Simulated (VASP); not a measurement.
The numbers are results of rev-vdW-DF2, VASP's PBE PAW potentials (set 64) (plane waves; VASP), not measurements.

The input files of a VASP run:

File KPOINTS:
```
K-points
0
gamma
17 17 17
```

**INCAR**
```
NELM = 100   # most electronic steps
PREC = Accurate
LORBIT = 11   # lm-projected
LASPH = .True.   # aspherical one-centre terms
SYSTEM = Al
AGGAC = 0.0
LUSE_VDW = .True.
ZAB_VDW = -1.8867
ALGO = Normal   # blocked Davidson
LCHARG = .True.
PARAM1 = 0.1234568
ENCUT = 520   # plane-wave cut-off (eV)
NEDOS = 601   # DOS grid
GGA = MK
PARAM2 = 0.7114
LREAL = .False.
ISMEAR = -5
EDIFF = 1E-7
LWAVE = .False.
ISIF = 2   # forces and stress, cell fixed
```

File POSCAR:
```
Al
1
   -0.0000000000     2.0163895635     2.0163895635
    2.0163895635    -0.0000000000     2.0163895635
    2.0163895635     2.0163895635    -0.0000000000
Al
1
Direct
  0.0000000000   0.0000000000   0.0000000000
```

POTCAR, in this order: Al (PBE.64 set). Program: vasp_std.

For a metal the tetrahedron method with Blöchl corrections gives inexact stress and forces.

Task: Predict the energy per atom (σ→0), band gap (on the k-mesh).

Result: 
```json
{
  "energy per atom (σ→0)": "-2.633 eV/atom",
  "band gap (on the k-mesh)": "none (metal, semimetal or under 0.01 eV)"
}
```

OSZICAR:
```
...
DAV:   6    -0.263822938920E+01    0.71145E-02   -0.14494E-03  1980   0.339E-01    0.668E-01
DAV:   7    -0.263310735062E+01    0.51220E-02   -0.39292E-03  1865   0.574E-01    0.117E-01
DAV:   8    -0.263312146632E+01   -0.14116E-04   -0.37278E-05  2375   0.567E-02    0.214E-02
DAV:   9    -0.263312182685E+01   -0.36052E-06   -0.49358E-07  2075   0.623E-03    0.187E-03
DAV:  10    -0.263312126912E+01    0.55773E-06   -0.13838E-08  1520   0.124E-03    0.111E-03
DAV:  11    -0.263312114684E+01    0.12228E-06   -0.10083E-09  1085   0.319E-04    0.206E-04
DAV:  12    -0.263312114669E+01    0.14572E-09   -0.97280E-11  1040   0.100E-04
   1 F= -.26331211E+01 E0= -.26331211E+01  d E =0.000000E+00
```

The compound is Al in the fcc structure. It was relaxed first.
